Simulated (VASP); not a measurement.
Calculation: PBE GGA, VASP's PBE PAW potentials (set 64) (plane waves; VASP).

VASP ran on this input.

File POSCAR:
```
B2Au
1
   -3.4398360000     3.4398360000     2.7678150000
    3.4398360000    -3.4398360000     2.7678150000
    3.4398360000     3.4398360000    -2.7678150000
B Au
4 2
Direct
  0.1580000000   0.6580000000   0.8160000000
  0.3420000000   0.1580000000   0.5000000000
  0.6580000000   0.8420000000   0.5000000000
  0.8420000000   0.3420000000   0.1840000000
  0.7500000000   0.7500000000   0.0000000000
  0.2500000000   0.2500000000   0.0000000000
```

INCAR:
```
SYSTEM=B2Au
PREC=Accurate; ENCUT=400; LREAL=F
LASPH=T
EDIFF=1E-6; NELM=100; ALGO=Normal
LMAXMIX=6
ISMEAR=-1; SIGMA=0.1
GGA=PE
ISIF=2
LWAVE=F; LCHARG=F
```

### KPOINTS
```
Automatic mesh
0
Gamma
5 5 5
0 0 0
```

POTCAR, in this order: B Au (PBE.64 set). Program: vasp_std.

At this cut-off the stress carries a Pulay error, which pulls relaxed volumes low. Unless said otherwise, spin-orbit coupling is left out, though it shifts the bands of the heavy elements here.

Q: Estimate the energy per atom (σ→0), pressure, largest force, band gap (on the k-mesh).

A: 
The energy per atom (σ→0) comes out as -2.690 eV/atom. The band gap (on the k-mesh) comes out as none (metal, semimetal or under 0.01 eV) and the pressure comes out as -15.25 GPa. The largest force is 0.056 eV/Å.

OSZICAR:
```
...
DAV:   9    -0.162088853453E+02    0.29931E-01   -0.10583E-01   992   0.256E+00    0.459E-01
DAV:  10    -0.162050948543E+02    0.37905E-02   -0.19714E-02  1083   0.770E-01    0.149E-01
DAV:  11    -0.162042670645E+02    0.82779E-03   -0.50123E-03  1060   0.475E-01    0.211E-02
DAV:  12    -0.162043117075E+02   -0.44643E-04   -0.31293E-04   886   0.109E-01    0.238E-02
DAV:  13    -0.162042980070E+02    0.13700E-04   -0.24649E-05   979   0.355E-02    0.911E-03
DAV:  14    -0.162042960651E+02    0.19419E-05   -0.18309E-05  1039   0.282E-02    0.272E-03
DAV:  15    -0.162042960355E+02    0.29604E-07   -0.12265E-06   496   0.885E-03
   1 F= -.16204296E+02 E0= -.16139735E+02  d E =-.129121E+00
```

The structure was generated: B2Au was put into an ordered model structure, which need not be its known phase. The cell was not relaxed at this level.
